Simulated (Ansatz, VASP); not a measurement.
## Cross-check of Zn12CO (Zn(0001)) between VASP and Ansatz

One calculation is typed for both programs; each brings its own data sets and cutoff. How far apart do they land?

Calculated with Ansatz 0.2.0; plane waves, with VASP 6.6.1 beside it; single point at RPBE.

## (1) The structure

The cell holds 14 atoms: 12 Zn, 1 C and 1 O. Cell: a = 5.382 Å, b = 5.382 Å, c = 20.116 Å, α = 90.0°, β = 90.0°, γ = 60.0°. It derives from Zn. As first built, before any earlier steps moved the atoms: CO over the hcp site of Zn(0001). Vacuum lies along c.

Coordinates:

```cif
data_structure
_symmetry_space_group_name_H-M 'P 1'
_symmetry_Int_Tables_number 1
_cell_length_a 5.3824
_cell_length_b 5.3824
_cell_length_c 20.1163
_cell_angle_alpha 90.000
_cell_angle_beta 90.000
_cell_angle_gamma 60.000
_cell_volume 504.69
loop_
_atom_site_label
_atom_site_type_symbol
_atom_site_fract_x
_atom_site_fract_y
_atom_site_fract_z
_atom_site_occupancy
Zn1 Zn 0.00000 0.00000 0.37283 1
Zn2 Zn 0.50000 0.00000 0.37283 1
Zn3 Zn 0.00000 0.50000 0.37283 1
Zn4 Zn 0.50000 0.50000 0.37283 1
Zn5 Zn 0.83333 0.33333 0.50000 1
Zn6 Zn 0.33333 0.33333 0.50000 1
Zn7 Zn 0.83333 0.83333 0.50000 1
Zn8 Zn 0.33333 0.83333 0.50000 1
Zn9 Zn 0.00000 0.00000 0.62114 1
Zn10 Zn 0.50806 0.98388 0.62944 1
Zn11 Zn 0.98388 0.50806 0.62944 1
Zn12 Zn 0.50806 0.50806 0.62944 1
C13 C 0.33333 0.33333 0.70494 1
O14 O 0.33333 0.33333 0.76411 1
```

## (2) VASP: single point, RPBE

A single point gives forces, pressure and levels at one fixed geometry, so differences don't come from the geometry; what else differs is listed under the comparison.

Lines of VASP's logs that name or quote its potential files are left out, and so is its time.

File INCAR:

```
SYSTEM = Zn12CO
PREC = Normal
ENCUT = 440
EDIFF = 1E-06
NELM = 120
ISMEAR = 1
SIGMA = 0.15
LREAL = Auto
ALGO = Fast
GGA = RP
NBANDS = 95
LORBIT = 11
LWAVE = .FALSE.
LCHARG = .FALSE.
KPAR = 4
IDIPOL = 3
LDIPOL = .TRUE.
DIPOL = 0.5 0.5 0.534
LVHAR = .TRUE.
LVACPOTAV = .TRUE.
NEDOS = 1500
```

File POSCAR:

```
Zn12CO
1.0
    5.3823666566      0.0000000000      0.0000000000
    2.6911833283      4.6612662571      0.0000000000
    0.0000000000      0.0000000000     20.1163194799
Zn C O
12 1 1
Selective dynamics
Direct
    0.0000000000      0.0000000000      0.3728316200  F F F
    0.5000000000      0.0000000000      0.3728316200  F F F
    0.0000000000      0.5000000000      0.3728316200  F F F
    0.5000000000      0.5000000000      0.3728316200  F F F
    0.8333333300      0.3333333300      0.5000000000  F F F
    0.3333333300      0.3333333300      0.5000000000  F F F
    0.8333333300      0.8333333300      0.5000000000  F F F
    0.3333333300      0.8333333300      0.5000000000  F F F
    0.0000000000      0.0000000000      0.6211443579  T T T
    0.5080596969      0.9838806061      0.6294403861  T T T
    0.9838806061      0.5080596969      0.6294403861  T T T
    0.5080596969      0.5080596969      0.6294403861  T T T
    0.3333333300      0.3333333300      0.7049448293  T T T
    0.3333333300      0.3333333300      0.7641144221  T T T
```

File KPOINTS:

```
Automatic mesh
0
Gamma
6 6 1
0 0 0
```

PAW data sets: Zn, C and O (PBE family, release 64).

Launch:

```sh
$ mpirun -np 4 vasp_std
```

Numbers of over 12 decimals in the logs are rounded to 6 here.

Output:

```text
[banner, memory and clock lines left out]
running    4 mpi-ranks, on    1 nodes
 distrk:  each k-point on    1 cores,    4 groups
 distr:  one band on    1 cores,    1 groups

 POSCAR found type information on POSCAR ZnC O
 POSCAR found :  3 types and      14 ions
|                                                                             |
|               ----> ADVICE to this user running VASP <----                  |
|                                                                             |
|     You enforced a specific xc type in the INCAR file but a different       |
|     [... a line on the potential file left out ...]
|     I HOPE YOU KNOW WHAT YOU ARE DOING!                                     |
|                                                                             |

 LDA part: xc-table for (Slater+PW92), standard interpolation
 POSCAR, INCAR and KPOINTS ok, starting setup
 FFT: planning ... GRIDC
 FFT: planning ... GRID_SOFT
 FFT: planning ... GRID
 WAVECAR not read
 entering main loop
       N       E                     dE             d eps       ncg     rms          rms(c)
DAV:   1     0.111154901541E+04    0.11115E+04   -0.66110E+04  1362   0.165E+03
DAV:   2     0.131937221386E+03   -0.97961E+03   -0.93921E+03  1330   0.403E+02
DAV:   3    -0.146253420812E+02   -0.14656E+03   -0.14335E+03  1441   0.158E+02
DAV:   4    -0.247183826004E+02   -0.10093E+02   -0.96789E+01  1532   0.369E+01
DAV:   5    -0.249552183196E+02   -0.23684E+00   -0.23620E+00  1454   0.422E+00    0.130E+01
RMM:   6    -0.276160686034E+02   -0.26609E+01   -0.12027E+01  1502   0.153E+01    0.126E+01
RMM:   7    -0.221727205741E+02    0.54433E+01   -0.21564E+00  1531   0.452E+00    0.671E+00
RMM:   8    -0.219326637806E+02    0.24006E+00   -0.51191E-01  1518   0.281E+00    0.432E+00
RMM:   9    -0.220676644198E+02   -0.13500E+00   -0.71958E-01  1598   0.219E+00    0.256E+00
RMM:  10    -0.217822110318E+02    0.28545E+00   -0.82506E-02  1495   0.102E+00    0.706E-01
RMM:  11    -0.217683973732E+02    0.13814E-01   -0.32837E-02  1503   0.441E-01    0.392E-01
RMM:  12    -0.217653711886E+02    0.30262E-02   -0.99936E-03  1571   0.245E-01    0.149E-01
RMM:  13    -0.217653865280E+02   -0.15339E-04   -0.20180E-03  1534   0.137E-01    0.831E-02
RMM:  14    -0.217653524168E+02    0.34111E-04   -0.41508E-04  1535   0.759E-02    0.328E-02
RMM:  15    -0.217654570312E+02   -0.10461E-03   -0.14541E-04  1560   0.407E-02    0.190E-02
RMM:  16    -0.217656170362E+02   -0.16001E-03   -0.67558E-05  1579   0.224E-02    0.183E-02
RMM:  17    -0.217657624145E+02   -0.14538E-03   -0.44367E-05  1493   0.160E-02    0.838E-03
RMM:  18    -0.217658667315E+02   -0.10432E-03   -0.23957E-05  1383   0.114E-02    0.350E-03
RMM:  19    -0.217658902559E+02   -0.23524E-04   -0.54616E-06  1175   0.618E-03    0.154E-03
RMM:  20    -0.217658962880E+02   -0.60320E-05   -0.13074E-06  1039   0.340E-03    0.117E-03
RMM:  21    -0.217658973097E+02   -0.10217E-05   -0.36708E-07   943   0.204E-03    0.903E-04
RMM:  22    -0.217658975506E+02   -0.24097E-06   -0.13346E-07   776   0.127E-03
|                                                                             |
|           W    W    AA    RRRRR   N    N  II  N    N   GGGG   !!!           |
|           W    W   A  A   R    R  NN   N  II  NN   N  G    G  !!!           |
|           W    W  A    A  R    R  N N  N  II  N N  N  G       !!!           |
|           W WW W  AAAAAA  RRRRR   N  N N  II  N  N N  G  GGG   !            |
|           WW  WW  A    A  R   R   N   NN  II  N   NN  G    G                |
|           W    W  A    A  R    R  N    N  II  N    N   GGGG   !!!           |
|                                                                             |
|     Did not find any points to average over, which means that no vacuum     |
|     field-free region was found. Please increase the size of  your cell     |
|     in the dimension of the dipole correction to obtain accurate            |
|     workfunction values.                                                    |
|                                                                             |

   1 F= -.21765898E+02 E0= -.21755986E+02  d E =-.297338E-01
```

OUTCAR, selected parts (step 2):

```text
ion  position               nearest neighbor table
   1  0.000  0.000  0.373-   2 2.69   2 2.69   3 2.69   4 2.69   3 2.69   4 2.69   8 2.99   5 2.99
                             7 2.99
   2  0.500  0.000  0.373-   1 2.69   1 2.69   3 2.69   4 2.69   4 2.69   3 2.69   7 2.99   6 2.99
                             8 2.99
   3  0.000  0.500  0.373-   4 2.69   4 2.69   1 2.69   2 2.69   2 2.69   1 2.69   6 2.99   7 2.99
                             5 2.99
   4  0.500  0.500  0.373-   3 2.69   3 2.69   1 2.69   2 2.69   1 2.69   2 2.69   5 2.99   8 2.99
                             6 2.99
   5  0.833  0.333  0.500-   6 2.69   6 2.69   7 2.69   8 2.69   7 2.69   8 2.69   9 2.89   4 2.99
                             1 2.99   3 2.99  12 3.01  11 3.01
   6  0.333  0.333  0.500-   5 2.69   5 2.69   7 2.69   8 2.69   8 2.69   7 2.69   3 2.99   2 2.99
                             4 2.99
   7  0.833  0.833  0.500-   8 2.69   8 2.69   5 2.69   6 2.69   6 2.69   5 2.69   9 2.89   2 2.99
                             3 2.99   1 2.99  10 3.01  11 3.01
   8  0.333  0.833  0.500-   7 2.69   7 2.69   5 2.69   6 2.69   5 2.69   6 2.69   9 2.89   1 2.99
                             4 2.99   2 2.99  12 3.01  10 3.01
   9  0.000  0.000  0.621-  10 2.70  11 2.70  12 2.70  12 2.70  10 2.70  11 2.70   8 2.89   5 2.89
                             7 2.89
  10  0.508  0.984  0.629-  13 2.23  12 2.56  11 2.56   9 2.70   9 2.70  11 2.82  12 2.82   7 3.01
                             8 3.01
  11  0.984  0.508  0.629-  13 2.23  12 2.56  10 2.56   9 2.70   9 2.70  12 2.82  10 2.82   7 3.01
                             5 3.01
  12  0.508  0.508  0.629-  13 2.23  11 2.56  10 2.56   9 2.70   9 2.70  11 2.82  10 2.82   5 3.01
                             8 3.01
  13  0.333  0.333  0.705-  14 1.19  11 2.23  10 2.23  12 2.23
  14  0.333  0.333  0.764-  13 1.19

  LATTYP: Found a hexagonal cell.
 ALAT       =     5.3823666566
 C/A-ratio  =     3.7374487402

 Subroutine GETGRP returns: Found  6 space group operations
 (whereof  6 operations were pure point group operations)

The static configuration has the point symmetry C_3v.

 Found      7 irreducible k-points:

   k-points           NKPTS =      7   k-points in BZ     NKDIM =      7   number of bands    NBANDS=     95

   dimension x,y,z NGX =    28 NGY =   28 NGZ =  108
   dimension x,y,z NGXF=    56 NGYF=   56 NGZF=  216

   ENCUT  =  440.0 eV  32.34 Ry    5.69 a.u.   9.21  9.21 34.41*2*pi/ulx,y,z

   NELECT =     154.0000    total number of electrons

 k-points in reciprocal lattice and weights: Automatic mesh
   0.00000000  0.00000000  0.00000000       0.028
   0.16666667 -0.00000000  0.00000000       0.167
   0.33333333 -0.00000000  0.00000000       0.167
   0.50000000  0.00000000  0.00000000       0.083
   0.33333333  0.16666667  0.00000000       0.167
   0.50000000  0.16666667  0.00000000       0.333
  -0.33333333  0.33333333  0.00000000       0.056

 dipolmoment           0.000000      0.000000      0.158467 electrons x Angstroem

 average (electrostatic) potential at core
       1 -41.2525       2 -41.2283       3 -41.2283       4 -41.2283       5 -41.4444
       6 -41.4310       7 -41.4444       8 -41.4444       9 -41.4263      10 -41.4976
      11 -41.4976      12 -41.4976      13 -58.7356      14 -79.3895

 E-fermi :  -1.2997

 k-point     1 :       0.0000    0.0000    0.0000
  band No.  band energies     occupation
    ...
     76      -2.5867      2.00000
     77      -2.5867      2.00000
     78      -1.6987      2.00110
     79      -1.6986      2.00110
     80      -1.3471      1.50578
     81      -0.8024     -0.00003
     82      -0.3378     -0.00000
     83      -0.3378     -0.00000
     84      -0.0687     -0.00000
     85       0.3541     -0.00000
    ...

 k-point     2 :       0.1667   -0.0000    0.0000
  band No.  band energies     occupation
    ...
     74      -3.0694      2.00000
     75      -2.4887      2.00000
     76      -2.1976      2.00000
     77      -1.9941      2.00000
     78      -1.3411      1.44758
     79      -1.2470      0.44364
     80      -0.9069     -0.00134
     81      -0.2917     -0.00000
     82      -0.2081     -0.00000
     83      -0.0238     -0.00000
    ...

 k-point     3 :       0.3333   -0.0000    0.0000
  band No.  band energies     occupation
    ...
     73      -3.6817      2.00000
     74      -3.5075      2.00000
     75      -2.9672      2.00000
     76      -1.9978      2.00000
     77      -1.7776      2.00006
     78      -0.7315     -0.00000
     79      -0.5540     -0.00000
     80      -0.2713     -0.00000
     81       0.3878     -0.00000
     82       0.7428     -0.00000
    ...

  Total       -1.7271968     -1.7271968     -0.0290801     -0.0000000      0.0000000      0.0000000
  in kB       -5.4831068     -5.4831068     -0.0923167     -0.0000000      0.0000000      0.0000000
  external PRESSURE =      -3.6861767 kB  Pullay stress =       0.0000000 kB

  energy-cutoff  :      440.00
  volume of cell :      504.69
      direct lattice vectors                 reciprocal lattice vectors
     5.382366657  0.000000000  0.000000000     0.185791876 -0.107266990  0.000000000
     2.691183328  4.661266257  0.000000000     0.000000000  0.214533980  0.000000000
     0.000000000  0.000000000 20.116319480     0.000000000  0.000000000  0.049710883

 POSITION                                       TOTAL-FORCE (eV/Angst)
 -----------------------------------------------------------------------------------
      0.00000      0.00000      7.50000         0.000000     -0.000000     -0.044372
      2.69118      0.00000      7.50000         0.000000      0.024087      0.000272
      1.34559      2.33063      7.50000         0.020860     -0.012043      0.000272
      4.03677      2.33063      7.50000        -0.020860     -0.012043      0.000272
      5.38237      1.55376     10.05816         0.000000      0.025652     -0.045764
      2.69118      1.55376     10.05816         0.000000     -0.000000      0.150622
      6.72796      3.88439     10.05816        -0.022215     -0.012826     -0.045764
      4.03677      3.88439     10.05816         0.022215     -0.012826     -0.045764
      0.00000      0.00000     12.49514         0.000000     -0.000000     -0.039858
      5.38237      4.58613     12.66202         0.000000      0.034880     -0.021072
      6.66289      2.36820     12.66202         0.030207     -0.017440     -0.021072
      4.10185      2.36820     12.66202        -0.030207     -0.017440     -0.021072
      2.69118      1.55376     14.18090         0.000000     -0.000000      0.027297
      2.69118      1.55376     15.37117         0.000000      0.000000      0.106003
 -----------------------------------------------------------------------------------
    total drift:                               -0.000148     -0.000085      0.029065

  FREE ENERGIE OF THE ION-ELECTRON SYSTEM (eV)
  ---------------------------------------------------
  free  energy   TOTEN  =       -21.7658975506 eV

  energy  without entropy=      -21.7361637905  energy(sigma->0) =      -21.75598630

 vacuum level on the upper side and lower side of the slab         3.740         2.596

 total charge
# of ion       s       p       d       tot
------------------------------------------
    1        0.596   0.377   9.714  10.687
    2        0.598   0.378   9.713  10.689
    3        0.598   0.378   9.713  10.689
    4        0.598   0.378   9.713  10.689
    5        0.593   0.410   9.716  10.719
    6        0.582   0.414   9.712  10.707
    7        0.593   0.410   9.716  10.719
    8        0.593   0.410   9.716  10.719
    9        0.595   0.383   9.717  10.695
   10        0.609   0.408   9.724  10.741
   11        0.609   0.408   9.724  10.741
   12        0.609   0.408   9.724  10.741
   13        0.942   1.526   0.000   2.467
   14        1.628   3.495   0.000   5.123
--------------------------------------------------
tot          9.744   9.782 116.601 136.128

[... 3 further parts left out ...]
```

[end of part 1 of 2]

[Lines on the potential files, build, host, timing and source positions are cut from VASP's logs without a mark.]

[Logs are printed without paths, hosts, clocks, repeated set-up lines and the standing remarks that a program may print on its own settings, such as how far it seeks lower states.]

[Hosts, paths, dates, database ids (printed as entryN), source tags and the programs' standing remarks are cut or masked in the printed files.]
